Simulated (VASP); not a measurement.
**Fe (Iron-alpha): cell size against the level of theory**

How close do the usual functionals, with and without dispersion, come to the cell of Fe (Iron-alpha)? The levels: LDA, PBEsol, PBE, r2SCAN, PBE + D3(BJ), r2SCAN + rVV10, optB86b-vdW and PBEsol + D3(BJ). LASPH is on for some levels and off for others; the table marks which. The start is a cell from a database of measured crystal structures.

Main program and level: VASP 6.6.1; LDA, spin-polarised from a ferromagnetic start (one magnetic atom a cell); plane waves and PAW (Fe), in the first sound run; inputs show where later runs differ.

**What experiment says.**

For Fe, bcc (commercial iron metal powder), “Abiotic ammonium formation in the presence of Ni-Fe metals and alloys and its implications for the Hadean nitrogen cycle” (2008, pmc:2430951) gives, by powder XRD, LeBail refinement: lattice constant a (cubic cell parameter a) 2.866 ± 0.001 Å [commercial metal powder; measurement temperature not stated].

## Step 1: The structure

Before any relaxation, the start is as follows. The structure is cubic, space group Im-3m (No. 229). The conventional cell has a = 2.866 Å, b = 2.866 Å, c = 2.866 Å, α = 90.00°, β = 90.00°, γ = 90.00°. Nearest to Fe lie 8 Fe at 2.48 Å.

As a file:

```
Fe
1.0
    -1.43325    1.43325    1.43325
     1.43325   -1.43325    1.43325
     1.43325    1.43325   -1.43325
Fe
1
Direct
  0.00000 0.00000 0.00000
```

## Step 2: Relaxation with LDA

The start need not lie at this functional's minimum. ISIF = 3 frees volume, shape and positions, and EDIFFG sets the threshold on forces and stress at which the search stops. LDA, the lowest rung, knows the local density alone.

INCAR

```
SYSTEM = Fe
PREC = Accurate
ENCUT = 520
EDIFF = 1E-06
NELM = 100
ISMEAR = -1
SIGMA = 0.05
LREAL = .FALSE.
ALGO = Normal
GGA = CA
NBANDS = 10
ISPIN = 2
MAGMOM = 3
LMAXMIX = 4
LORBIT = 11
LWAVE = .FALSE.
LCHARG = .FALSE.
KPAR = 2
IBRION = 2
NSW = 60
ISIF = 3
EDIFFG = -0.01
```

POSCAR

```
Fe
1.0
   -1.4332500000      1.4332500000      1.4332500000
    1.4332500000     -1.4332500000      1.4332500000
    1.4332500000      1.4332500000     -1.4332500000
Fe
1
Direct
    0.0000000000      0.0000000000      0.0000000000
```

KPOINTS

```
Automatic mesh
0
Gamma
13 13 13
0 0 0
```

PAW data sets: Fe (PBE family, release 64).

Launch:

```console
$ mpirun -np 2 vasp_std
```

What it wrote:

```text
[banner, memory and clock lines left out]
running    2 mpi-ranks, on    1 nodes
 distrk:  each k-point on    1 cores,    2 groups
 distr:  one band on    1 cores,    1 groups

 POSCAR found type information on POSCAR Fe
 POSCAR found :  1 types and       1 ions
|                                                                             |
|               ----> ADVICE to this user running VASP <----                  |
|                                                                             |
|     You enforced a specific xc type in the INCAR file but a different       |
|     [... a line on the potential file left out ...]
|     I HOPE YOU KNOW WHAT YOU ARE DOING!                                     |
|                                                                             |

 LDA part: xc-table for (Slater(with rela. corr.)+CA(PZ))
 , standard interpolation
 POSCAR, INCAR and KPOINTS ok, starting setup
 FFT: planning ... GRIDC
 FFT: planning ... GRID_SOFT
 FFT: planning ... GRID
 WAVECAR not read
 entering main loop
       N       E                     dE             d eps       ncg     rms          rms(c)
DAV:   1     0.166942591878E+02    0.16694E+02   -0.41314E+03  3578   0.964E+02
DAV:   2    -0.986010381654E+01   -0.26554E+02   -0.24459E+02  3388   0.130E+02
DAV:   3    -0.103863840976E+02   -0.52628E+00   -0.52135E+00  3796   0.233E+01
DAV:   4    -0.103887282879E+02   -0.23442E-02   -0.23439E-02  3614   0.143E+00
DAV:   5    -0.103887466563E+02   -0.18368E-04   -0.18368E-04  3686   0.122E-01    0.120E+01
DAV:   6    -0.925901089559E+01    0.11297E+01   -0.14476E+01  3638   0.567E+01    0.609E+00
DAV:   7    -0.914401375308E+01    0.11500E+00   -0.10846E+00  3682   0.150E+01    0.325E+00
DAV:   8    -0.913433301622E+01    0.96807E-02   -0.41896E-03  4088   0.578E-01    0.105E+00
DAV:   9    -0.912599263684E+01    0.83404E-02   -0.62902E-03  5062   0.566E-01    0.258E-01
DAV:  10    -0.912539199561E+01    0.60064E-03   -0.28322E-04  3560   0.241E-01    0.553E-02
DAV:  11    -0.912540380989E+01   -0.11814E-04   -0.24407E-05  3758   0.565E-02    0.316E-02
DAV:  12    -0.912540602930E+01   -0.22194E-05   -0.74166E-07  2346   0.905E-03    0.135E-02
DAV:  13    -0.912540764380E+01   -0.16145E-05   -0.14667E-06  2486   0.781E-03    0.117E-02
DAV:  14    -0.912540635320E+01    0.12906E-05   -0.23790E-07  1704   0.651E-03    0.130E-03
DAV:  15    -0.912540635221E+01    0.99612E-09   -0.55841E-09  1694   0.862E-04
   1 F= -.91254064E+01 E0= -.91204810E+01  d E =-.912541E+01  mag=     2.1222
 curvature:   0.00 expect dE= 0.000E+00 dE for cont linesearch  0.000E+00
 trial: gam= 0.00000 g(F)=  0.135E-61 g(S)=  0.443E+00 ort = 0.000E+00 (trialstep = 0.100E+01)
 search vector abs. value=  0.443E+00
 bond charge predicted
       N       E                     dE             d eps       ncg     rms          rms(c)
DAV:   1    -0.136870868232E+02   -0.45617E+01   -0.97668E+01  3618   0.153E+02    0.250E+01
DAV:   2    -0.928343481383E+01    0.44037E+01   -0.22596E+01  3644   0.806E+01    0.120E+01
DAV:   3    -0.914304902040E+01    0.14039E+00   -0.23661E-01  3658   0.778E+00    0.648E+00
DAV:   4    -0.909529950290E+01    0.47750E-01   -0.13439E-02  3672   0.111E+00    0.187E+00
DAV:   5    -0.905691015130E+01    0.38389E-01   -0.50864E-02  3636   0.222E+00    0.274E-01
DAV:   6    -0.905712746460E+01   -0.21731E-03   -0.35486E-04  3782   0.226E-01    0.161E-01
DAV:   7    -0.905725772860E+01   -0.13026E-03   -0.16461E-04  3682   0.168E-01    0.834E-02
DAV:   8    -0.905727914728E+01   -0.21419E-04   -0.40022E-05  3952   0.752E-02    0.242E-02
DAV:   9    -0.905728007457E+01   -0.92729E-06   -0.25536E-06  1926   0.226E-02
   2 F= -.90572801E+01 E0= -.90523025E+01  d E =0.681263E-01  mag=     1.6714
[...]
3 F= -.92409583E+01 E0= -.92368927E+01  d E =-.115552E+00  mag=     1.9838
 curvature:  -0.19 expect dE=-0.310E-04 dE for cont linesearch -0.310E-04
 ZBRENT: interpolating
 opt :   0.4759  next Energy=    -9.240985 (dE=-0.116E+00)
 bond charge predicted
       N       E                     dE             d eps       ncg     rms          rms(c)
DAV:   1    -0.924147213410E+01   -0.51412E-03   -0.95311E-03  3592   0.168E+00    0.210E-01
DAV:   2    -0.924104836081E+01    0.42377E-03   -0.43629E-03  3654   0.954E-01    0.171E-01
DAV:   3    -0.924100038152E+01    0.47979E-04   -0.28654E-04  3650   0.259E-01    0.661E-02
DAV:   4    -0.924099537658E+01    0.50049E-05   -0.23945E-06  3440   0.242E-02    0.155E-02
DAV:   5    -0.924099095361E+01    0.44230E-05   -0.46759E-06  3468   0.200E-02    0.223E-03
DAV:   6    -0.924099099524E+01   -0.41638E-07   -0.86273E-08  1680   0.280E-03
   4 F= -.92409910E+01 E0= -.92368981E+01  d E =-.115585E+00  mag=     1.9809
 curvature:  -0.17 expect dE=-0.104E-05 dE for cont linesearch -0.104E-05
 trial: gam= 0.00000 g(F)=  0.894E-62 g(S)=  0.626E-05 ort =-0.167E-02 (trialstep = 0.895E+00)
 search vector abs. value=  0.626E-05
 reached required accuracy - stopping structural energy minimisation
```

Run time: 27 s. Hardware: 2 MPI ranks of AMD EPYC 7R43, shared host; peak memory 0.2 GiB.

The logs omit lines about the potential files and the build; timing stands in the text.

OUTCAR, selected parts (step 2):

```text
ion  position               nearest neighbor table
   1  0.000  0.000  0.000-

  LATTYP: Found a body centered cubic cell.
 ALAT       =     2.8665000000

 Subroutine GETGRP returns: Found 48 space group operations
 (whereof 48 operations were pure point group operations)

The static configuration has the point symmetry O_h .

 Found     84 irreducible k-points:

   k-points           NKPTS =     84   k-points in BZ     NKDIM =     84   number of bands    NBANDS=     10

   dimension x,y,z NGX =    18 NGY =   18 NGZ =   18
   dimension x,y,z NGXF=    36 NGYF=   36 NGZF=   36

   ENCUT  =  520.0 eV  38.22 Ry    6.18 a.u.   4.62  4.62  4.62*2*pi/ulx,y,z

   NELECT =       8.0000    total number of electrons

 k-points in reciprocal lattice and weights: Automatic mesh
   0.00000000  0.00000000  0.00000000       0.000
   0.07692308  0.00000000  0.00000000       0.005
   0.15384615  0.00000000  0.00000000       0.005
   0.23076923  0.00000000  0.00000000       0.005
   0.30769231  0.00000000  0.00000000       0.005
   0.38461538  0.00000000  0.00000000       0.005
   0.46153846  0.00000000  0.00000000       0.005
   0.07692308  0.07692308  0.00000000       0.011
   0.15384615  0.07692308 -0.00000000       0.022
[...]
-0.46153846 -0.46153846  0.38461538       0.004
  -0.46153846  0.46153846  0.46153846       0.003

 average (electrostatic) potential at core
       1 -42.2153

 E-fermi :   6.5337

 spin component 1
 k-point     1 :       0.0000    0.0000    0.0000
  band No.  band energies     occupation
    ...
      2       3.9716      1.00000
      3       3.9716      1.00000
      4       3.9716      1.00000
      5       5.5260      1.00000
      6       5.5260      1.00000
      7      32.1779      0.00000
      8      32.1779      0.00000
      9      32.1779      0.00000
     10      37.9048      0.00000

 k-point     2 :       0.0769    0.0000    0.0000
  band No.  band energies     occupation
    ...
      2       3.8933      1.00000
      3       3.9633      1.00000
      4       4.1232      1.00000
      5       5.4481      1.00000
      6       5.5325      1.00000
      7      30.7323      0.00000
      8      31.8392      0.00000
      9      32.0695      0.00000
     10      37.1691      0.00000

 k-point     3 :       0.1538    0.0000    0.0000
  band No.  band energies     occupation
    ...
      2       3.6805      1.00000
      3       3.9035      1.00000
      4       4.5564      1.00000
      5       5.3092      1.00000
      6       5.5544      1.00000
      7      27.6629      0.00000
      8      30.6212      0.00000
      9      31.8243      0.00000
     10      35.3011      0.00000

 k-point     4 :       0.2308    0.0000    0.0000
  band No.  band energies     occupation
    ...
      2       3.3901      1.00000
      3       3.8091      1.00000
      4       5.2049      1.00000
      5       5.2834      1.00000
      6       5.5960      1.00000
      7      24.0769      0.00000
      8      28.9072      0.00000
      9      31.5679      0.00000
     10      32.7460      0.00000

 k-point     5 :       0.3077    0.0000    0.0000
  band No.  band energies     occupation
    ...
      2       3.0933      1.00000
      3       4.0607      1.00000
      4       5.3945      1.00000
      5       5.6544      1.00000
      6       5.9519      0.99999
      7      20.4738      0.00000
      8      27.3105      0.00000
      9      30.5527      0.00000
     10      31.3648      0.00000

 k-point     6 :       0.3846    0.0000    0.0000
  band No.  band energies     occupation
      1       0.9506      1.00000
      2       2.8554      1.00000
      3       5.0937      1.00000
      4       5.6106      1.00000
      5       5.7145      1.00000
      6       6.6288      0.12968
      7      17.2240      0.00000
      8      26.1292      0.00000
      9      28.9045      0.00000
     10      31.2316      0.00000

  Total        0.0065789      0.0065789      0.0065789      0.0000000      0.0000000     -0.0000000
  in kB        1.0121372      1.0121372      1.0121372      0.0000000      0.0000000     -0.0000000
  external PRESSURE =       1.0121372 kB  Pullay stress =       0.0000000 kB

  energy-cutoff  :      520.00
  volume of cell :       10.41
      direct lattice vectors                 reciprocal lattice vectors
    -1.375695644  1.375695644  1.375695644     0.000000000  0.363452485  0.363452485
     1.375695644 -1.375695644  1.375695644     0.363452485  0.000000000  0.363452485
     1.375695644  1.375695644 -1.375695644     0.363452485  0.363452485  0.000000000

 POSITION                                       TOTAL-FORCE (eV/Angst)
 -----------------------------------------------------------------------------------
      0.00000      0.00000      0.00000         0.000000     -0.000000     -0.000000
 -----------------------------------------------------------------------------------
    total drift:                                0.000000     -0.000000      0.000000

  FREE ENERGIE OF THE ION-ELECTRON SYSTEM (eV)
  ---------------------------------------------------
  free  energy   TOTEN  =        -9.2409909952 eV

  energy  without entropy=       -9.2328051266  energy(sigma->0) =       -9.23689806

 reached required accuracy - stopping structural energy minimisation

 total charge
# of ion       s       p       d       tot
------------------------------------------
    1        0.527   0.617   6.340   7.484

 magnetization (x)
# of ion       s       p       d       tot
------------------------------------------
    1       -0.010  -0.035   1.995   1.950

[... 6 further parts left out ...]
```

CONTCAR:

```
Fe
   1.00000000000000
    -1.3756956436159447    1.3756956436159447    1.3756956436159447
     1.3756956436159447   -1.3756956436159447    1.3756956436159447
     1.3756956436159447    1.3756956436159447   -1.3756956436159447
  Fe
     1
Direct
     0.0000000000000000    0.0000000000000000    0.0000000000000000
```

The cell holds one magnetic atom, so no antiferromagnetic order fits into it. The PAW data sets were made with PBE, though LDA sets exist; this is a small mismatch. After so large a change of volume the plane waves of the start cell no longer fit, so the final stress carries a basis-set error. The run keeps the 48 symmetry operations of its start, so it cannot find a distortion of lower symmetry.

Relaxation path:

```
step  energy less that of the first step (eV)  largest force (eV/Å)  pressure (GPa)  volume (Å³)
   1                                   0.0000                0.0000          -23.79        11.78
   2                                   0.0681                0.0000           49.04         9.04
   3                                  -0.1156                0.0000           -0.51        10.44
   4                                  -0.1156                0.0000            0.10        10.41
```

```csv
"conventional cell, symmetrised",before,after,change
a (Å),2.866,2.751,-4.0 %
b (Å),2.866,2.751,-4.0 %
c (Å),2.866,2.751,-4.0 %
volume (Å³/atom),11.78,10.41,-11.6 %
```

The relaxed structure:

```cif
data_structure
_symmetry_space_group_name_H-M 'P 1'
_symmetry_Int_Tables_number 1
_cell_length_a 2.3828
_cell_length_b 2.3828
_cell_length_c 2.3828
_cell_angle_alpha 109.471
_cell_angle_beta 109.471
_cell_angle_gamma 109.471
_cell_volume 10.41
loop_
_atom_site_label
_atom_site_type_symbol
_atom_site_fract_x
_atom_site_fract_y
_atom_site_fract_z
_atom_site_occupancy
Fe1 Fe 0.00000 0.00000 0.00000 1
```

This step gave:

```yaml
electrons: 8
bands: 10
irreducible_k_points: 84
symmetry_operations: 48
free_energy_toten: -9.241 eV
energy_at_zero_smearing: -9.237 eV
fermi_energy: 6.534 eV
pressure: 0.1012 GPa
moment_of_the_cell_from_the_last_line_of_the_log: 1.981 μB
metallic: yes
scf_cycles_over_all_ionic_steps: 39
```

Spin moment in the PAW sphere by atom:

```
atom  spin moment in the PAW sphere (μB)
 Fe1                                1.95
```

It ends with forces that vanish by symmetry and a pressure of 0.10 GPa. The volume lies -11.6 % from that of the database's start, which holds the thermal and zero-point expansion of its experiment. LDA is known to overbind. The conventional cell has a = 2.751 Å. The largest moment is 1.95 μB.

[end of part 1 of 3]

[Lines on the potential files, build, host, timing and source positions are cut from VASP's logs without a mark.]

[Logs are printed without paths, hosts, clocks, repeated set-up lines and the standing remarks that a program may print on its own settings, such as how far it seeks lower states.]

[Hosts, paths, dates, database ids (printed as entryN), source tags and the programs' standing remarks are cut or masked in the printed files.]

[A measured line is paired with the nearest computed mode of its activity, which favours agreement.]
